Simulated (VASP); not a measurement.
```xyz
6
Lattice="3.5577 0.0000 0.0000 -1.7788 3.0810 0.0000 0.0000 0.0000 24.9473" Properties=species:S:1:pos:R:3 pbc="T T T"
Te     0.0000     2.0540     5.5680
Te     1.7788     1.0270    19.3792
Te     1.7788     1.0270    23.0104
Te     0.0000     2.0540     1.9368
W      0.0000     2.0540    21.1944
W      1.7788     1.0270     3.7528
```

Method: HSE06 screened hybrid, VASP's PBE PAW potentials (set 64) (plane waves; VASP). Numerical set-up: 400 eV cut-off, 6×6×1 Γ-centred mesh, Gaussian smearing of 0.050 eV, potentials Te W_sv.

The cell holds a wide vacuum, so values per volume refer to the whole cell. Unless said otherwise, spin-orbit coupling is left out, though it shifts the bands of the heavy elements here.

**Question.** Predict the energy per atom (σ→0), band gap (over the mesh, the named points and PBE's band edges) with the smallest direct gap where there is one.

**Answer.** 
```yaml
band gap (over the mesh, the named points and PBE's band edges): 1.45 eV
smallest direct gap (over the mesh, the named points and PBE's band edges): 1.45 eV
energy per atom (σ→0): -7.794 eV/atom
```

Total energies compare only between runs with the same potentials, cut-off and functional.

The cell is a sheet with vacuum, built from a database entry that may be metastable or hypothetical.
